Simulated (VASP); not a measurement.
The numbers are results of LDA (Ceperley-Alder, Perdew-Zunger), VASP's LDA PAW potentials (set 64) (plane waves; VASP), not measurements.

VASP input:

POSCAR:
```
La
1.0
  3.7609530000   0.0000000000   0.0000000000
 -1.8804760000   3.2570800000   0.0000000000
  0.0000000000   0.0000000000  23.1593000000
La
4
Direct
  0.3258030000   0.6679990000   0.3014200000
  0.6671710000   0.3355250000   0.4340100000
  0.3255570000   0.6639070000   0.5661230000
  0.6814700000   0.3325690000   0.6984470000
```

### INCAR
```
# general
SYSTEM  = La
PREC    = Accurate
ENCUT   = 210   # plane-wave cut-off (eV)
LREAL   = F
LASPH   = T

# electronic loop
EDIFF   = 1E-03
NELM    = 100   # most electronic steps
ALGO    = Normal
LMAXMIX = 6   # l cut-off of mixed one-centre charges

# smearing
ISMEAR  = 1   # Methfessel-Paxton
SIGMA   = 0.05   # width (eV)

# ions
ISIF    = 2   # forces and stress, cell fixed

# output
LWAVE   = F
LCHARG  = F
```

### KPOINTS
```
kpoints
0
Gamma
 8 8 1
0 0 0
```

POTCAR, in this order: La (LDA.64 set). Program: vasp_std.

### Question
What will the output report for the number of irreducible k-points (NKPTS), largest plane-wave count, number of space-group operations, FFT grid (NGX, NGY, NGZ)?

### Answer

```json
{
  "number of irreducible k-points (NKPTS)": "34",
  "largest_plane_wave_count": "1997",
  "number_of_space_group_operations": "1",
  "FFT grid (NGX, NGY, NGZ)": "18 × 18 × 112"
}
```

The cell is a sheet with vacuum, built from a generated structure.
